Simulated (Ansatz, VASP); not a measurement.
# Cross-check of NbTe2 between VASP and Ansatz, part 2 of 2

One calculation is typed for both programs; each brings its own data sets. How far apart do they land? The cell is taken from a series of runs on this material, whose earlier steps may have relaxed, scaled, displaced or heated it; both programs get it as it stands.

VASP 6.6.1 and Ansatz 0.2.0.

So far: Set-up; VASP: zone-centre phonons, LDA.

## Step 3: Ansatz: zone-centre phonons, LDA

Level of this step: Ansatz beside VASP: Kohn-Sham DFT, plane waves, LDA (Ansatz).

Ansatz runs on its default PAW (the set named soft_2) files.

The same cell, functional (in two slightly different forms), mesh and smearing now go to Ansatz, which takes its cutoff from its data sets.

input.yaml reads:

```yaml
crystal:
  lattice:
    - [3.5909998551, 0.0, 0.0]
    - [-1.7954999275, 3.1098970995, 0.0]
    - [0.0, 0.0, 31.0]
  atoms:
    - { symbol: Nb, position: [0.3333333333, 0.6666666667, 0.3225806452] }
    - { symbol: Te, position: [0.6666666667, 0.3333333333, 0.3817425463] }
    - { symbol: Te, position: [0.6666666667, 0.3333333333, 0.263418744] }
  periodic: [true, true, false]
kpoints:
  mp_grid: { grid: [12, 12, 1] }
hamiltonian:
  xc: lda
scf:
  occupations: { method: fermi_dirac, width: 0.1 }
output:
  eigenvalues: true
phonons:
  method: dfpt
```

Command:

```sh
ansatz run input.yaml --threads 2 --pin off --max-ram 5120MiB --backend cpu --events-out ev --progress --plain --runs-dir out
```

Numbers of over 12 decimals in the logs are rounded to 6 here.

What it wrote:

```text
Warning: crystal.symmetry: narrowed to the stabiliser of the run's FFT grids — unitary ops 12 → 6. A phonons.method: dfpt run fills in the rows of the dynamical matrix that it does not solve by its symmetry operations, which is exact only for operations that map its FFT grids onto themselves: filled in by any other, the frequencies could depend on the order in which like atoms are typed, or, by more than the grids' own error, on where the crystal sits among the grids' points. Excluded: 6 operations. The run can therefore solve more perturbations, solve them on more k-points, or both, and cost more. [rest of the remark cut]
Engine: ansatz 0.2.0, aarch64-unknown-linux-gnu
Pseudopotentials: kind: paw
Pseudopotential: Nb, paw, valence charge 13, recommended cutoff 420 eV (normal), Nb.paw.azcp
Pseudopotential: Te, paw, valence charge 16, recommended cutoff 420 eV (normal), Te.paw.azcp
Functional definition: SPW92
  exchange = slater_x
  correlation = pw_c
Crystal: 3 atoms, lattice volume = 346.197 Å³
Basis set: ecut = 420 eV, 6655 PW (Γ), exchange–correlation on 50×50×432 points (8 copies of the dense FFT grid, shifted against one another)
Bands: 27, of which v1, the nominal top of the filled ones, is band 23 counted from 1 (22 counted from 0)
Symmetry: 12 space group operations
k-points: 43 of 144 (irreducible under 2 space group operations, time reversal used)
Non-local potential: Nb, projectors of the file, l = 0: 3, l = 1: 2, l = 2: 2, l = 3: 1
Non-local potential: Te, projectors of the file, l = 0: 2, l = 1: 2, l = 2: 2, l = 3: 2
PAW form: soft (Blöchl's): semilocal exchange-correlation on the pseudo side does not see the compensation charge
PAW frozen core: Nb, regenerated for the run's functional, and the local potential with it (the file was generated under x = pbe(κ = 0.804, μ = 0.219515), c = pbe(β = 0.066725))
PAW frozen core: Te, regenerated for the run's functional, and the local potential with it (the file was generated under x = pbe(κ = 0.804, μ = 0.219515), c = pbe(β = 0.066725))
PAW one-centre angular grid: Nb, 590 points (default); XC on 64 Gauss nodes
PAW one-centre angular grid: Te, 590 points (default); XC on 64 Gauss nodes
Initial density: superposition of atomic densities (neutral atoms: chi_scale 0, normalization atom), corrected by the library's trained network
Initial wavefunctions: pseudopotential atomic-orbital guess
Functional: x = slater, c = lda
SCF iter   1: F=—  HF=-18098.181881 eV  |F-HF|=—  |Δ(HF+E_count)|=         —  Δρ=4.12e-3  dr2=1.59e-1  ethr=1.77e-3  ⟨swp⟩=14.2  Hψ=8338  notcnv=0
preconditioner: auto → LDOS  [metal: Δε(μ)=0.038 eV  Ē_g=6.940 eV  σ=0.100 eV  W_gap=0.09  n_scr=18 (ndim 8)  ℏωp=8.2 eV  f_vac=0.750  D(μ)=3.18/eV (n_scr^D=12)  β→1.0]
SCF iter   2: F=—  HF=-18098.164939 eV  |F-HF|=—  |Δ(HF+E_count)|=   1.69e-2  Δρ=1.70e-3  dr2=7.78e-3  ethr=3.53e-4  ⟨swp⟩=3.4  Hψ=2471  notcnv=0
SCF iter   3: F=—  HF=-18098.163842 eV  |F-HF|=—  |Δ(HF+E_count)|=   1.10e-3  Δρ=5.73e-4  dr2=2.78e-3  ethr=1.73e-5  ⟨swp⟩=3.7  Hψ=2636  notcnv=0
SCF iter   4: F=—  HF=-18098.163386 eV  |F-HF|=—  |Δ(HF+E_count)|=   4.56e-4  Δρ=2.20e-4  dr2=3.82e-4  ethr=6.17e-6  ⟨swp⟩=3.7  Hψ=2689  notcnv=0
SCF iter   5: F=—  HF=-18098.163340 eV  |F-HF|=—  |Δ(HF+E_count)|=   4.56e-5  Δρ=5.40e-5  dr2=3.57e-5  ethr=8.49e-7  ⟨swp⟩=2.5  Hψ=2149  notcnv=0
SCF iter   6: F=—  HF=-18098.163336 eV  |F-HF|=—  |Δ(HF+E_count)|=   4.81e-6  Δρ=1.37e-5  dr2=9.29e-7  ethr=7.93e-8  ⟨swp⟩=3.5  Hψ=2379  notcnv=0
SCF iter   7: F=—  HF=-18098.163418 eV  |F-HF|=—  |Δ(HF+E_count)|=   8.20e-5  Δρ=2.39e-6  dr2=3.25e-8  ethr=2.06e-9  ⟨swp⟩=3.6  Hψ=2151  notcnv=0
SCF iter   8: F=—  HF=-18098.163418 eV  |F-HF|=—  |Δ(HF+E_count)|=   6.76e-8  Δρ=4.58e-7  dr2=8.06e-10  ethr=7.22e-11  ⟨swp⟩=3.7  Hψ=2665  notcnv=0
SCF iter   9: F=—  HF=-18098.163418 eV  |F-HF|=—  |Δ(HF+E_count)|=   1.04e-8  Δρ=1.45e-7  dr2=2.09e-10  ethr=1.79e-12  ⟨swp⟩=3.4  Hψ=2565  notcnv=0
SCF iter  10: F=-18098.163418 eV  HF=-18098.163418 eV  |F-HF|=2.18e-10  |Δ(HF+E_count)|=   1.49e-9  Δρ=3.61e-8  dr2=4.68e-12  ethr=1.00e-12  ⟨swp⟩=13.1  Hψ=9740  notcnv=0
SCF 1 converged in 10 iterations: F = -18098.163418 eV  dr2 = 4.68e-12
  greatest PAW one-centre occupation: 0.999 electrons in one spin orbital (limit 2), on the Te atom at site 2 (counted from 0), in its partial waves of l = 2
DFPT response loops at Γ: preconditioner auto → none (partly filled bands, converged f_vac=0.747); β = 0.50; Broyden in place of MSR1
SCF converged after 10 iterations
Free energy (F): -18098.163418 eV
Harris-Foulkes:  -18098.163418 eV  (|F-HF|=2.18e-10)
Internal energy: -18098.061452 eV  (E = F + TS)
E sigma→0 (E₀):  -18098.112435 eV
Entropy (-TS):   -0.101966 eV (-33.989 meV/atom)
Fermi energy:    -5.251065 eV
--- Per-component energies (eV) ---
  E_band       = -1325.207877
  E_kinetic    = 760.328658
  E_local      = -99471.357769  (includes V_loc(G=0)·N_el)
  E_nonlocal   = -484.172049
  E_hartree    = 49585.128828
  E_xc         = -422.709735
  E_vxc        = -423.147263  (∫ρ·V_xc dr)
  E_paw        = -11986.082012  (= ΣΔE_a)
  E_vpaw       = -877.116447  (= ΣTr[D̂ρ^β])
  E_aug_tail   = -0.000437  (compensation charges beyond the density's cutoff)
  E_ewald      = 43919.020048
  E_core_change = 1.783017  (= ΣΔE_core)
  E_smearing   = -0.101966  (= −TS)
  E_closure    = -0.000000  (closes the sum)
  Σ components = -18098.163418   (vs F -18098.163418, Δ=0.00e0)
--- Band table (eV; the first three rows and the last of 43) ---
  k-point 0: bands = [... 19 lower, -6.5075, -5.5804, -5.5804, -5.1362, -2.0210, -2.0210, -1.7509, -1.7509]
  k-point 1: bands = [... 19 lower, -6.4310, -5.7327, -5.6203, -5.1443, -2.3197, -2.2513, -1.9241, -1.8919]
  k-point 2: bands = [... 19 lower, -6.2188, -6.0932, -5.8699, -5.2396, -2.9544, -2.6218, -2.3146, -1.6104]
  k-point 42: bands = [... 19 lower, -7.7936, -7.6097, -6.4074, -5.1067, -3.1722, -2.6332, -2.5509, -0.9937]
--- Phonons (Γ-DFPT): 6 representative perturbations + reference, on 43 of 144 k-points (Σ response iterations 31) ---
  ASR residual: 1.919e-4 → 0.000e0 eV/Å²; symmetrization residual: 1.115e-4 eV/Å²
  The last average, over the group as it would stand without the narrowing to the FFT grids, took up to 2.962e-6 eV/Å² of the zone centre's force constants
  ASR residual per site (eV/Å²): 1.92e-4 5.14e-5 6.17e-5
  Γ frequencies (cm⁻¹): 0.00 0.00 0.00 93.97 93.97 157.47 197.03 197.03 254.15
  non-analytic LO–TO correction: not included (Born effective charges unavailable; polar crystals: no LO–TO splitting at Γ)
```

## Step 4: Side by side

Known differences besides the potentials themselves: Ansatz cuts the interaction across the vacuum, VASP repeats the sheet without a dipole correction; the data sets hold 45 valence electrons in Ansatz (on its default PAW (the set named soft_2) files) and 25 in VASP; the cutoff is 420 eV in Ansatz and 500 eV in VASP; VASP's log shows a relativistic correction to its local exchange, Ansatz's none. Total energies have different zeros and are not compared.

Both answers:

| quantity | Ansatz | VASP | difference |
| --- | --- | --- | --- |
| optical mode 1 to 2 (cm⁻¹) | 94.0 | 93.9 | +0.08 % |
| optical mode 3 (cm⁻¹) | 157.5 | 157.7 | -0.14 % |
| optical mode 4 to 5 (cm⁻¹) | 197.0 | 197.1 | -0.01 % |
| optical mode 6 (cm⁻¹) | 254.2 | 253.7 | +0.19 % |

Modes are paired by rising frequency, not by their patterns, so a pair may set unlike modes beside each other; they are those without the splitting of longitudinal modes. Where the cell holds vacuum, a pressure given here is an average over it and none of the material.

## Step 5: Summary of results

```yaml
r_m_s_difference_of_the_optical_zone_centre_modes_each_program_s_sorted_by_frequency_zone_centre_phonons_lda: 0.22 cm⁻¹
```

In words: The r.m.s. difference of the optical zone-centre modes, each program's sorted by frequency is 0.22 cm⁻¹ (zone-centre phonons, LDA). The data sets hold unlike numbers of valence electrons (45 in Ansatz and 25 in VASP), so part of the differences may come from the potentials. How closely two codes agree says nothing of how well the functional describes the real material.

[Lines on the potential files, build, host, timing and source positions are cut from VASP's logs without a mark.]

[Logs are printed without paths, hosts, clocks, repeated set-up lines and the standing remarks that a program may print on its own settings, such as how far it seeks lower states.]

[Hosts, paths, dates, database ids (printed as entryN), source tags and the programs' standing remarks are cut or masked in the printed files.]
